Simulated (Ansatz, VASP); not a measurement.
## HfMoC2 in VASP and in Ansatz

```xyz
4
Lattice="3.1483 0.0000 0.0000 0.0000 3.1483 0.0000 0.0000 0.0000 4.4245" Properties=species:S:1:pos:R:3 pbc="T T T"
Hf    0.0000    0.0000    0.0000
Mo    1.5741    1.5741    2.2123
C     1.5741    1.5741    0.0000
C     0.0000    0.0000    2.2123
```

Change from the starting cell: volume scaled by 0.96.

Alike in both runs: task single point; functional PBEsol; k mesh 8 × 8 × 6; occupations fermi-dirac, width 0.05 eV; no spin polarisation.

```csv
,VASP,Ansatz
version,VASP 6.6.1,Ansatz 0.2.0
potentials or method,"VASP PAW PBE potentials, release 64 (Hf_pv, Mo_sv, C)",Ansatz PAW
plane-wave cutoff (eV),520,420
valence electrons in the cell,32,48
```

```tsv
	VASP	Ansatz	Ansatz less VASP
gap on the k mesh at the Fermi level (eV)	none	none	-
pressure (GPa)	2.8	2.6	-0.23
largest component of the traceless stress (GPa)	3.06	3.08	+0.018
```

A gap of «none» marks a metal or a gap that the smearing closes. The two sets of potentials don't hold the same shells in valence.

Caveats: the PAW data sets were made with another functional, which shifts forces and pressure a little (VASP); the pressure holds a Pulay correction of +0.3 GPa for the finite cutoff (Ansatz); the PAW data sets come from PBE, with cores solved anew for the run's functional, which leaves a small shift of forces and pressure (Ansatz). The runs have no spin-orbit coupling, so splittings on Hf are missing.
